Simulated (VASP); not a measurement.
Here is the system:

```xyz
4
Lattice="-1.5646 1.5646 5.2969 1.5646 -1.5646 5.2969 1.5646 1.5646 -5.2969" Properties=species:S:1:pos:R:3 pbc="T T T"
Ir     0.0000     0.0000     7.9454
Ir     0.0000     1.5646     0.0000
P      0.0000     0.0000     1.7586
P      0.0000     1.5646     4.4071
```

All values below come from PBE GGA, VASP's PBE PAW potentials (set 64) (plane waves; VASP 6.6.1). Numerical set-up: 300 eV cut-off, 8×8×8 Γ-centred mesh, Fermi-Dirac smearing of 0.10 eV, potentials Ir P.

At this cut-off the stress carries a Pulay error, which pulls relaxed volumes low.

Q: Give the force on each atom (eV/Å).

A: 
| atom | Fx | Fy | Fz |
|---|---|---|---|
| Ir1 | 0.000 | 0.000 | -0.084 |
| Ir2 | 0.000 | 0.000 | -0.084 |
| P3 | 0.000 | 0.000 | 0.084 |
| P4 | 0.000 | 0.000 | 0.084 |

Q: Give the stress tensor in GPa (positive for a compressed cell).

A: 
```
38.86   0.00   0.00
 0.00  38.86   0.00
 0.00   0.00  30.29
```
The pressure is its mean diagonal, 36.01 GPa.

The structure was generated: PIr was put into an ordered model structure, which need not be its known phase. The cell was not relaxed at this level. The k-mesh is coarse (spacing up to 0.35 per Å, 2π included), so the numbers may not be converged in it.
